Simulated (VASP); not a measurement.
Consider the following.

```
CELL_PARAMETERS angstrom
      1.21976    -2.11268     0.00000
      1.21976     2.11268     0.00000
      0.00000     0.00000     3.93471
ATOMIC_POSITIONS crystal
  Co 0.33333 0.66667 0.25000
  Co 0.66667 0.33333 0.75000
```
Starting moments (μB, in the order of the record's atoms Co Co): 1.6 1.6.

The numbers are results of PBEsol GGA, VASP's PBE PAW potentials (set 64) (plane waves; VASP), not measurements. Numerical set-up: 500 eV cut-off, 17×17×9 Γ-centred mesh, first-order Methfessel-Paxton smearing of 0.10 eV, potentials Co.

Q: Predict the cell moment, energy per atom (σ→0), pressure, band gap (on the k-mesh) with the smallest direct gap where there is one.

A: 
```
Property                                                     Value
------------------------  ----------------------------------------
band gap (on the k-mesh)  none (metal, semimetal or under 0.01 eV)
cell moment                                                3.13 μB
energy per atom (σ→0)                               -7.733 eV/atom
pressure                                                  4.93 GPa
```

Q: Give the moment on each site (PAW-sphere projection).

A: 
| site | moment (μB) |
|---|---|
| Co1 | 1.57 |
| Co2 | 1.57 |

The absolute energy has meaning only against runs of the same code, potentials and settings.

The compound is Co in the hcp structure. It was relaxed first under an external pressure of 5 GPa.
